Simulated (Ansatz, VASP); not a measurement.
# Zn3SiCO3 in two plane-wave programs, part 2 of 2

One calculation is typed for both programs; each brings its own data sets. How far apart do they land? The cell is generated by rule, not measured, and may not be a known phase. The cell is taken from a series of runs on this material, whose earlier steps may have relaxed, scaled, displaced or heated it; both programs get it as it stands.

VASP 6.6.1 and Ansatz 0.2.0.

So far. Step 2 (VASP: single point, PBEsol, pair 1): The run ends at a pressure of 3.93 GPa, with forces up to 3.1 eV/Å. Step 3 (Ansatz: single point, PBEsol, pair 1): The run ends at a pressure of 3.22 GPa, with forces up to 3.0 eV/Å.

## (5) VASP: single point, PBEsol, pair 2

Level of this step: PBEsol; plane waves and PAW (C, O, Si, Zn); invented cell (VASP).

With cell and atoms fixed, the geometry can't cause a difference; cores, projectors, grids and the points listed under the comparison can. The cell compared in this pair holds 94.93 Å³, against 92.13 Å³ for the pair before.

INCAR reads:

```
SYSTEM = Zn3SiCO3
PREC = Accurate
ENCUT = 600
EDIFF = 1E-06
NELM = 120
ISMEAR = 1
SIGMA = 0.2
LREAL = .FALSE.
ALGO = Normal
GGA = PS
NBANDS = 39
LORBIT = 11
LWAVE = .FALSE.
LCHARG = .FALSE.
ISIF = 2
LASPH = .TRUE.
GGA_COMPAT = .FALSE.
KPAR = 2
```

POSCAR reads:

```
Zn3SiCO3
1.0
    3.2503304868      0.0000000000      0.0000000000
   -1.6251652434      2.8148687723      0.0000000000
    0.0000000000      0.0000000000     10.3752977747
C O Si Zn
1 3 1 3
Direct
    0.6668714827      0.3331285173      0.9327406066
    0.3332767804      0.6667232196      0.1958629007
    0.6663742343      0.3336257657      0.4414628158
    0.3262282064      0.6737717936      0.6937306598
    0.6709198653      0.3290801347      0.7649120669
    0.3334717586      0.6665282414      0.9954554869
    0.6666321285      0.3333678715      0.2403735751
    0.3331888714      0.6668111286      0.4854618882
```

KPOINTS reads:

```
Automatic mesh
0
Gamma
12 12 4
0 0 0
```

Potentials, in the order of the species: C, O, Si and Zn (PBE family, release 64).

Started as:

```sh
mpirun -np 2 vasp_std
```

Numbers of over 12 decimals in the logs are rounded to 6 here.

The log of the run:

```text
[banner, memory and clock lines left out]
running    2 mpi-ranks, on    1 nodes
[...]
[... a notice as in an earlier step ...]

 LDA part: xc-table for (Slater+PW92), standard interpolation
 POSCAR, INCAR and KPOINTS ok, starting setup
[...]
entering main loop
       N       E                     dE             d eps       ncg     rms          rms(c)
DAV:   1     0.626176256213E+03    0.62618E+03   -0.32348E+04 12800   0.234E+03
DAV:   2     0.467143013793E+02   -0.57946E+03   -0.54750E+03 13019   0.529E+02
DAV:   3    -0.437601534821E+02   -0.90474E+02   -0.88389E+02 14394   0.190E+02
DAV:   4    -0.484536599507E+02   -0.46935E+01   -0.46627E+01 15173   0.450E+01
[...]
DAV:  15    -0.414500811792E+02   -0.50542E-05   -0.90347E-05 16096   0.710E-02    0.154E-02
DAV:  16    -0.414500780290E+02    0.31501E-05   -0.10039E-05 16168   0.474E-02    0.562E-03
DAV:  17    -0.414500778770E+02    0.15203E-06   -0.45888E-06 17049   0.274E-02
   1 F= -.41450078E+02 E0= -.41449864E+02  d E =-.641327E-03
```

From OUTCAR (step 5):

```text
  Total        0.5881585      0.3573703      0.3062338     -0.1998684     -0.1107214      0.1917751
  in kB        9.9270153      6.0317424      5.1686545     -3.3734053     -1.8687698      3.2368056
  external PRESSURE =       7.0424707 kB  Pullay stress =       0.0000000 kB

 POSITION                                       TOTAL-FORCE (eV/Angst)
 -----------------------------------------------------------------------------------
      1.62616      0.93771      9.67746         0.000828     -0.000478      0.035690
     -0.00028      1.87674      2.03214        -0.000625      0.000361     -0.020098
      1.62374      0.93911      4.58031        -0.005945      0.003433     -0.014310
     -0.03464      1.89658      7.19766        -0.141184      0.081513     -0.009968
      1.64590      0.92632      7.93619         0.150882     -0.087112     -0.059423
      0.00067      1.87619     10.32815         0.011338     -0.006546      0.012006
      1.62500      0.93839      2.49395        -0.003068      0.001772      0.019953
     -0.00070      1.87699      5.03681        -0.012225      0.007058      0.036150
 -----------------------------------------------------------------------------------
    total drift:                               -0.000160      0.000093     -0.000241

  FREE ENERGIE OF THE ION-ELECTRON SYSTEM (eV)
  ---------------------------------------------------
  free  energy   TOTEN  =       -41.4500778770 eV

  energy  without entropy=      -41.4494365504  energy(sigma->0) =      -41.44986410

[... 3 further parts left out ...]
[key lines of the parts left out:]
E-fermi :   4.2846
```

The run ends at a pressure of 0.70 GPa, with forces up to 0.18 eV/Å.

## (6) Ansatz: single point, PBEsol, pair 2

The same cell, functional, mesh and smearing now go to Ansatz, which takes its cutoff from its data sets.

The cell is taken from a series of runs on this material, whose earlier steps may have relaxed, scaled, displaced or heated it; both programs get it as it stands.

input.yaml reads:

```yaml
crystal:
  lattice:
    - [3.2503304868, 0.0, 0.0]
    - [-1.6251652434, 2.8148687723, 0.0]
    - [0.0, 0.0, 10.3752977747]
  atoms:
    - { symbol: C, position: [0.6668714827, 0.3331285173, 0.9327406066] }
    - { symbol: O, position: [0.3332767804, 0.6667232196, 0.1958629007] }
    - { symbol: O, position: [0.6663742343, 0.3336257657, 0.4414628158] }
    - { symbol: O, position: [0.3262282064, 0.6737717936, 0.6937306598] }
    - { symbol: Si, position: [0.6709198653, 0.3290801347, 0.7649120669] }
    - { symbol: Zn, position: [0.3334717586, 0.6665282414, 0.9954554869] }
    - { symbol: Zn, position: [0.6666321285, 0.3333678715, 0.2403735751] }
    - { symbol: Zn, position: [0.3331888714, 0.6668111286, 0.4854618882] }
kpoints:
  mp_grid: { grid: [12, 12, 4] }
hamiltonian:
  xc: pbesol
scf:
  occupations: { method: methfessel_paxton, width: 0.2 }
output:
  forces: true
  stress: true
  eigenvalues: true
```

Started as:

```sh
ansatz run input.yaml --threads 4 --pin off --max-ram 14336MiB --backend cpu --events-out ev --progress --plain --runs-dir out
```

The log of the run:

```text
[...]
Crystal: 8 atoms, lattice volume = 94.926 Å³
Basis set: ecut = 420 eV, 1895 PW (Γ), exchange–correlation on 48×48×144 points (8 copies of the dense FFT grid, shifted against one another)
Bands: 39, of which v1, the nominal top of the filled ones, is band 31 counted from 1 (30 counted from 0)
Symmetry: 2 space group operations
[...]
k-points: 164 of 576 (time reversal used)
[...]
k-point 0: bands = [... 27 lower, 7.0713, 7.2790, 7.2801, 9.6346, 9.9419, 9.9919, 11.2212, 14.0084, ... 4 higher]
  k-point 1: bands = [... 27 lower, 7.2796, 7.2806, 7.5143, 9.4801, 9.9404, 9.9919, 11.2824, 14.0165, ... 4 higher]
  k-point 2: bands = [... 27 lower, 7.2803, 7.2812, 7.8007, 9.3071, 9.9396, 9.9918, 11.3372, 14.0258, ... 4 higher]
  k-point 163: bands = [... 27 lower, 5.8896, 6.1474, 6.4130, 8.4607, 8.9827, 11.5220, 12.7342, 13.5468, ... 4 higher]
[key lines of the parts left out:]
SCF converged after 10 iterations
Free energy (F): -12391.504012 eV
Fermi energy:    9.122485 eV
P = ⅓ Tr σ = 0.0309 GPa (0.309 kbar)
```

The run ends at a pressure of 0.03 GPa, with forces up to 0.18 eV/Å.

## (7) Differences

The two programs side by side:

```
      quantity  Ansatz  VASP  difference
pressure (GPa)    0.03  0.70       -0.67
```

Forces (eV/Å; atoms numbered as in POSCAR):

```
atom         Ansatz x, y, z           VASP x, y, z
  C1  0.003, -0.002, -0.005    0.001, 0.000, 0.036
  O2  -0.001, 0.000, -0.001  -0.001, 0.000, -0.020
  O3   -0.006, 0.003, 0.000  -0.006, 0.003, -0.014
  O4  -0.146, 0.084, -0.008  -0.141, 0.082, -0.010
 Si5   0.155, -0.089, 0.007  0.151, -0.087, -0.059
 Zn6   0.011, -0.006, 0.004   0.011, -0.007, 0.012
 Zn7   -0.003, 0.002, 0.001   -0.003, 0.002, 0.020
 Zn8   -0.013, 0.007, 0.003   -0.012, 0.007, 0.036
```

The forces differ by 19 meV/Å r.m.s., which is 35.7 % of the r.m.s. force of 0.052 eV/Å (both taken over all components).

## (8) VASP: single point, PBEsol, pair 3

With cell and atoms fixed, the geometry can't cause a difference; cores, projectors, grids and the points listed under the comparison can.

INCAR is that of step 5.

POSCAR reads:

```
Zn3SiCO3
1.0
    3.2503304868      0.0000000000      0.0000000000
   -1.6251652434      2.8148687723      0.0000000000
    0.0000000000      0.0000000000     10.3752977747
C O Si Zn
1 3 1 3
Direct
    0.6670762988      0.3329237012      0.9327406066
    0.3332202275      0.6667797725      0.1958629007
    0.6660818019      0.3339181981      0.4414628158
    0.3191230794      0.6808769206      0.6937306598
    0.6751730639      0.3248269361      0.7649120669
    0.3336101838      0.6663898162      0.9954554869
    0.6665975902      0.3334024098      0.2403735751
    0.3330444095      0.6669555905      0.4854618882
```

KPOINTS is that of step 5.

Started as:

```sh
mpirun -np 2 vasp_std
```

The log of the run:

```text
[... set-up lines as in an earlier step ...]
 entering main loop
       N       E                     dE             d eps       ncg     rms          rms(c)
DAV:   1     0.626354682132E+03    0.62635E+03   -0.32349E+04 12800   0.234E+03
DAV:   2     0.465548864437E+02   -0.57980E+03   -0.54789E+03 13034   0.528E+02
DAV:   3    -0.437962511919E+02   -0.90351E+02   -0.88262E+02 14382   0.190E+02
DAV:   4    -0.484590261202E+02   -0.46628E+01   -0.46320E+01 15109   0.449E+01
[...]
DAV:  15    -0.414650235657E+02   -0.45227E-05   -0.80107E-05 15744   0.677E-02    0.144E-02
DAV:  16    -0.414650207893E+02    0.27765E-05   -0.84109E-06 15593   0.473E-02    0.550E-03
DAV:  17    -0.414650206432E+02    0.14610E-06   -0.45378E-06 16742   0.277E-02
   1 F= -.41465021E+02 E0= -.41465000E+02  d E =-.628702E-04
```

OUTCAR, selected parts (step 8):

```text
  Total        0.8039685      0.3308823      0.2923959     -0.4097046     -0.2003574      0.3470294
  in kB       13.5694851      5.5846749      4.9350969     -6.9150484     -3.3816584      5.8572070
  external PRESSURE =       8.0297523 kB  Pullay stress =       0.0000000 kB

 POSITION                                       TOTAL-FORCE (eV/Angst)
 -----------------------------------------------------------------------------------
      1.62716      0.93714      9.67746         0.002076     -0.001198      0.022965
     -0.00055      1.87690      2.03214         0.000119     -0.000069     -0.023169
      1.62231      0.93994      4.58031        -0.010316      0.005956     -0.015166
     -0.06928      1.91658      7.19766        -0.242595      0.140062     -0.029309
      1.66664      0.91435      7.93619         0.260735     -0.150535     -0.045407
      0.00135      1.87580     10.32815         0.019881     -0.011478      0.022154
      1.62483      0.93848      2.49395        -0.006000      0.003464      0.023002
     -0.00141      1.87739      5.03681        -0.023900      0.013799      0.044930
 -----------------------------------------------------------------------------------
    total drift:                                0.000091     -0.000052     -0.000280

  FREE ENERGIE OF THE ION-ELECTRON SYSTEM (eV)
  ---------------------------------------------------
  free  energy   TOTEN  =       -41.4650206432 eV

  energy  without entropy=      -41.4649577730  energy(sigma->0) =      -41.46499969

[... 2 parts as in an earlier step ...]

[... 1 further part left out ...]
[key lines of the parts left out:]
E-fermi :   4.2793
```

The run ends at a pressure of 0.80 GPa, with forces up to 0.30 eV/Å.

## (9) Ansatz: single point, PBEsol, pair 3

The same cell, functional, mesh and smearing now go to Ansatz, which takes its cutoff from its data sets.

The cell is taken from a series of runs on this material, whose earlier steps may have relaxed, scaled, displaced or heated it; both programs get it as it stands.

input.yaml, the sections that differ from step 6:

```yaml
crystal:
  lattice:
    - [3.2503304868, 0.0, 0.0]
    - [-1.6251652434, 2.8148687723, 0.0]
    - [0.0, 0.0, 10.3752977747]
  atoms:
    - { symbol: C, position: [0.6670762988, 0.3329237012, 0.9327406066] }
    - { symbol: O, position: [0.3332202275, 0.6667797725, 0.1958629007] }
    - { symbol: O, position: [0.6660818019, 0.3339181981, 0.4414628158] }
    - { symbol: O, position: [0.3191230794, 0.6808769206, 0.6937306598] }
    - { symbol: Si, position: [0.6751730639, 0.3248269361, 0.7649120669] }
    - { symbol: Zn, position: [0.3336101838, 0.6663898162, 0.9954554869] }
    - { symbol: Zn, position: [0.6665975902, 0.3334024098, 0.2403735751] }
    - { symbol: Zn, position: [0.3330444095, 0.6669555905, 0.4854618882] }
# kpoints, hamiltonian, scf, output: as in step 6
```

Started as:

```sh
ansatz run input.yaml --threads 4 --pin off --max-ram 14336MiB --backend cpu --events-out ev --progress --plain --runs-dir out
```

The log of the run:

```text
[...]
Crystal: 8 atoms, lattice volume = 94.926 Å³
Basis set: ecut = 420 eV, 1895 PW (Γ), exchange–correlation on 48×48×144 points (8 copies of the dense FFT grid, shifted against one another)
Bands: 39, of which v1, the nominal top of the filled ones, is band 31 counted from 1 (30 counted from 0)
Symmetry: 2 space group operations
[...]
k-points: 164 of 576 (time reversal used)
[...]
k-point 0: bands = [... 27 lower, 7.0779, 7.2704, 7.2724, 9.6238, 9.9188, 10.0086, 11.2146, 13.9154, ... 4 higher]
  k-point 1: bands = [... 27 lower, 7.2710, 7.2729, 7.5190, 9.4724, 9.9130, 10.0086, 11.2767, 13.9175, ... 4 higher]
  k-point 2: bands = [... 27 lower, 7.2717, 7.2733, 7.8061, 9.2999, 9.9102, 10.0085, 11.3323, 13.9193, ... 4 higher]
  k-point 163: bands = [... 27 lower, 5.8813, 6.1526, 6.4113, 8.4540, 8.9070, 11.4305, 12.7597, 13.5014, ... 4 higher]
[key lines of the parts left out:]
SCF converged after 10 iterations
Free energy (F): -12391.519376 eV
Fermi energy:    9.116626 eV
P = ⅓ Tr σ = 0.1273 GPa (1.273 kbar)
```

The run ends at a pressure of 0.13 GPa, with forces up to 0.31 eV/Å.

## (10) Differences

Compared:

```
      quantity  Ansatz  VASP  difference
pressure (GPa)    0.13  0.80       -0.68
```

Forces (eV/Å; atoms numbered as in POSCAR):

```
atom         Ansatz x, y, z           VASP x, y, z
  C1  0.006, -0.003, -0.016   0.002, -0.001, 0.023
  O2   0.000, 0.000, -0.004   0.000, 0.000, -0.023
  O3  -0.010, 0.006, -0.001  -0.010, 0.006, -0.015
  O4  -0.250, 0.144, -0.026  -0.243, 0.140, -0.029
 Si5   0.266, -0.154, 0.016  0.261, -0.151, -0.045
 Zn6   0.019, -0.011, 0.015   0.020, -0.011, 0.022
 Zn7   -0.006, 0.003, 0.004   -0.006, 0.003, 0.023
 Zn8   -0.024, 0.014, 0.011   -0.024, 0.014, 0.045
```

The forces differ by 18 meV/Å r.m.s., which is 20.7 % of the r.m.s. force of 0.086 eV/Å (both taken over all components).

## (11) Summary of results

* r.m.s. force difference (single point, PBEsol, pair 1): 1.1 % of the r.m.s. force
* difference in pressure (single point, PBEsol, pair 1): -0.71 GPa
* r.m.s. force difference (single point, PBEsol, pair 2): 19 meV/Å
* difference in pressure (single point, PBEsol, pair 2): -0.67 GPa
* r.m.s. force difference (single point, PBEsol, pair 3): 18 meV/Å
* difference in pressure (single point, PBEsol, pair 3): -0.68 GPa

**Reading.** The r.m.s. force difference is 19 meV/Å (single point, PBEsol, pair 2), beyond the 12 meV/Å picked in this series as the mark of a large difference. What causes the difference of the single point, PBEsol, pair 2 pair stays open here. What causes the difference of the single point, PBEsol, pair 3 pair stays open here. 5 further runs of this series are not shown here. How closely two codes agree says nothing of how well the functional describes the real material.

[Lines on the potential files, build, host, timing and source positions are cut from VASP's logs without a mark.]

[Logs are printed without paths, hosts, clocks, repeated set-up lines and the standing remarks that a program may print on its own settings, such as how far it seeks lower states.]

[Hosts, paths, dates, database ids (printed as entryN), source tags and the programs' standing remarks are cut or masked in the printed files.]
